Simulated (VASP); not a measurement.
These are PBEsol GGA, VASP's PBE PAW potentials (set 64) (plane waves; VASP) values and carry that method's errors.

Input for VASP

KPOINTS:
```
k-points along high-symmetry lines
12
Line-mode
Reciprocal
  0.000000   0.000000   0.000000 ! GAMMA
  0.000000   0.000000  -0.500000 ! T

  0.000000   0.000000  -0.500000 ! T
 -0.328125   0.328125  -0.500000 ! H_2

 -0.343750   0.328125  -0.187500 ! H_0
  0.000000   0.500000   0.500000 ! L

  0.000000   0.500000   0.500000 ! L
  0.000000   0.000000   0.000000 ! GAMMA

  0.000000   0.000000   0.000000 ! GAMMA
 -0.335938   0.335938   0.000000 ! S_0

 -0.335938   0.328125  -0.343750 ! S_2
 -0.500000   0.000000  -1.000000 ! F

 -0.500000   0.000000  -1.000000 ! F
  0.000000   0.000000   0.000000 ! GAMMA
```

INCAR:
```
LCHARG=.FALSE.
ISMEAR=0   # Gaussian
SYSTEM=Be4STe3
LMAXMIX=4   # l cut-off of mixed one-centre charges
LORBIT=11   # lm-projected
PREC=Accurate
SIGMA=0.05
ICHARG=11   # fixed density
EDIFF=1E-7   # SCF stop (eV)
ALGO=Normal   # blocked Davidson
LWAVE=.FALSE.
NELM=100
GGA=PS
ENCUT=400   # plane-wave cut-off (eV)
LREAL=.FALSE.
LASPH=.TRUE.   # aspherical one-centre terms
```

File POSCAR:
```
Be4STe3
1.0
  0.0000000000   2.7220732977   2.7220732977
  2.7220732977   0.0000000000   2.7220732977
 10.8612907530  10.8612907530   0.0270024382
Be Te S
4 3 1
Cart
 10.7166517382  10.7166517382   0.1716414530
  2.6717234926   2.6717234926   0.0503498050
  8.1929317500   8.1929317500   5.4174347398
 11.0041630492  11.0041630492   5.3282767367
  1.2771510784   1.2771510784   1.4449222196
  4.0754184422   4.0754184422   1.3687281533
  6.8755566921   6.8755566921   1.2906632018
  9.5131093517   9.5131093517   1.3751838394
```

POTCAR, in this order: Be Te S (PBE.64 set). Program: vasp_std. Read from the step before: CHGCAR.

Output of the run:

File OUTCAR:
```
 ion  position               nearest neighbor table
   1  0.027  0.027  0.980-   8 2.08   5 2.39   5 2.39   5 2.39
   2  0.008  0.008  0.244-   6 2.38   6 2.38   6 2.38   5 2.42
   3  0.993  0.993  0.506-   7 2.38   7 2.38   7 2.38   6 2.42
   4  0.975  0.975  0.769-   8 2.29   8 2.29   8 2.29   7 2.44
   5  0.265  0.265  0.051-   1 2.39   1 2.39   1 2.39   2 2.42
   6  0.250  0.250  0.313-   2 2.38   2 2.38   2 2.38   3 2.42
   7  0.234  0.234  0.574-   3 2.38   3 2.38   3 2.38   4 2.44
   8  0.249  0.249  0.814-   1 2.08   4 2.29   4 2.29   4 2.29
  LATTYP: Found a trigonal (rhomboedric) cell.
 ALAT       =    12.7216025873
 COS(alpha) =     0.9542157629
 Subroutine PRICEL returns:
 Original cell was already a primitive cell.
 Subroutine GETGRP returns: Found  6 space group operations
The static configuration has the point symmetry C_3v.
The dynamic configuration has the point symmetry C_3v.
 Subroutine INISYM returns: Found  6 space group operations
   k-points           NKPTS =     84   k-points in BZ     NKDIM =     84   number of bands    NBANDS=     21
   number of dos      NEDOS =    301   number of ions     NIONS =      8
   total plane-waves  NPLWV =  78400
   dimension x,y,z NGX =    28 NGY =   28 NGZ =  100
   dimension x,y,z NGXF=    56 NGYF=   56 NGZF=  200
   ions per type =               4   3   1
   PREC   = accura    normal or accurate (medium, high low for compatibility)
...
```

File OSZICAR:
```
       N       E                     dE             d eps       ncg     rms          rms(c)
DAV:   1     0.121113965942E+03    0.12111E+03   -0.10445E+04  3528   0.102E+03
DAV:   2    -0.178561270235E+02   -0.13897E+03   -0.13257E+03  4985   0.180E+02
DAV:   3    -0.286665916835E+02   -0.10810E+02   -0.10561E+02  4528   0.555E+01
DAV:   4    -0.289310920198E+02   -0.26450E+00   -0.26393E+00  4752   0.103E+01
DAV:   5    -0.289383921494E+02   -0.73001E-02   -0.72973E-02  4479   0.161E+00
DAV:   6    -0.289386265697E+02   -0.23442E-03   -0.23437E-03  4986   0.267E-01
DAV:   7    -0.289386327661E+02   -0.61963E-05   -0.61959E-05  4472   0.384E-02
DAV:   8    -0.289386330383E+02   -0.27226E-06   -0.27206E-06  4024   0.697E-03
DAV:   9    -0.289386330499E+02   -0.11567E-07   -0.11795E-07  3237   0.147E-03
   1 F= -.28938633E+02 E0= -.28938633E+02  d E =-.323000E-16
```

File OUTCAR:
```
 val. band max:        5.4070764469   @ k =   0.0000   0.0000   0.0000

 cond. band min:       6.8886148602   @ k =  -0.5000   0.0000  -1.0000



 k-point     1 :       0.0000    0.0000    0.0000
  band No.  band energies     occupation
      1      -8.4606      2.00000
      2      -7.1363      2.00000
      3      -6.8056      2.00000
      4      -6.1457      2.00000
      5      -0.7672      2.00000
      6       1.3646      2.00000
      7       1.6588      2.00000
      8       2.6239      2.00000
      9       2.6239      2.00000
     10       4.5470      2.00000
     11       4.5471      2.00000
     12       4.7887      2.00000
     13       4.8540      2.00000
     14       4.8540      2.00000
     15       5.4071      2.00000
     16       5.4071      2.00000
     17       7.2337      0.00000
     18       8.9172      0.00000
     19       8.9332      0.00000
     20       8.9876      0.00000
     21       9.1487      0.00000

 k-point     2 :       0.0000    0.0000   -0.0455
  band No.  band energies     occupation
      1      -8.4606      2.00000
      2      -7.1389      2.00000
      3      -6.8012      2.00000
      4      -6.1478      2.00000
      5      -0.7615      2.00000
      6       1.2877      2.00000
      7       1.7389      2.00000
      8       2.6239      2.00000
      9       2.6239      2.00000
     10       4.5457      2.00000
     11       4.5457      2.00000
     12       4.7744      2.00000
     13       4.8567      2.00000
     14       4.8567      2.00000
     15       5.4054      2.00000
     16       5.4054      2.00000
     17       7.2383      0.00000
     18       8.9204      0.00000
     19       8.9245      0.00000
     20       8.9720      0.00000
     21       8.9991      0.00000

 k-point     3 :       0.0000    0.0000   -0.0909
  band No.  band energies     occupation
      1      -8.4604      2.00000
      2      -7.1461      2.00000
      3      -6.7887      2.00000
      4      -6.1541      2.00000
...
```

The density is held fixed in this step, so its total energy and stress have no physical meaning. Unless said otherwise, spin-orbit coupling is left out, though it shifts the bands of the heavy elements here.

The structure was generated: Be4STe3 was put into an ordered model structure (R3m), which need not be its known phase. It was relaxed first.
